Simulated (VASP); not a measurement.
Given:

```
CELL_PARAMETERS angstrom
      0.00000     2.79454     2.79454
      2.79454     0.00000     2.79454
      2.79454     2.79454     0.00000
ATOMIC_POSITIONS crystal
  Ag 0.00000 0.00000 0.00000
  Cl 0.50000 0.50000 0.50000
```

These are PBE GGA, VASP's PBE PAW potentials (set 64) (plane waves; VASP) values and carry that method's errors. Numerical set-up: 350 eV cut-off, Gaussian smearing of 0.050 eV, potentials Ag Cl.

Task: Give the energies of bands 2 to 11 at the high-symmetry points, in eV from the valence-band maximum.

Result: 
```tsv
band	Γ	X	U	L	W
2	-2.35	-4.16	-4.06	-5.05	-4.05
3	-2.35	-2.94	-4.01	-4.01	-3.83
4	-2.35	-2.94	-3.65	-4.01	-3.83
5	-2.31	-2.65	-2.22	-2.00	-1.92
6	-2.31	-2.13	-1.95	-2.00	-1.92
7	-2.23	-1.89	-1.78	-1.70	-1.90
8	-2.23	-1.89	-1.60	0.00	-1.89
9	-2.23	-1.82	-1.00	0.00	-1.13
10	0.91	2.42	3.62	4.30	4.17
11	10.87	8.06	7.26	6.40	7.89
```

The gap is indirect, 0.91 eV, from the valence maximum at L to the conduction minimum at Γ.

The compound is AgCl in the rock salt structure. It was relaxed first.
